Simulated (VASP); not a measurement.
Energy against volume of MgS (rock salt). Method: PBE GGA, VASP's PBE PAW potentials (set 64) (plane waves; VASP). Settings: 520 eV cut-off, 9×9×9 Γ-centred mesh, Gaussian smearing of 0.050 eV, potentials Mg S.

```
V (Å³/atom)  E (eV/atom)
-----------  -----------
17.274          -4.24752
17.808          -4.25159
18.342          -4.24816
18.876          -4.23829
```

Q: Fit these four points and predict the energy of the run at 16.739 Å³/atom.

A: A cubic in V^(−2/3), the third-order Birch-Murnaghan form, passes through the four points with V0 = 17.82 Å³/atom and B0 = 75 GPa, and gives -4.2347 eV/atom there. The run gave -4.2347 eV/atom, -0.0 meV/atom from the fit; all five points give B0 = 75 GPa.

The compound is MgS in the rock salt structure. It was relaxed first.
